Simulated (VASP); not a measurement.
```xyz
6
Lattice="4.8309 0.0000 0.0000 0.0000 4.8309 0.0000 0.0000 0.0000 3.2397" Properties=species:S:1:pos:R:3 pbc="T T T"
Zn     4.8309     4.8309     3.2397
Zn     2.4155     2.4155     1.6199
F      1.4620     1.4620     3.2397
F      3.8775     0.9535     1.6199
F      0.9535     3.8775     1.6199
F      3.3689     3.3689     0.0000
```

Method: vdW-DF2, VASP's PBE PAW potentials (set 64) (plane waves; VASP). Settings: 520 eV cut-off, 5×5×8 Γ-centred mesh, tetrahedra with Blöchl corrections, potentials Zn F.

What does the run give for the energy per atom (σ→0), band gap (on the k-mesh) with the smallest direct gap where there is one?

The band gap (on the k-mesh) is 3.31 eV and the smallest direct gap (on the k-mesh) comes out as 3.31 eV. The energy per atom (σ→0) is -1.706 eV/atom.

The absolute energy has meaning only against runs of the same code, potentials and settings.

The compound is ZnF2 in the rutile structure. It was relaxed first, which changed the volume by +9 %.
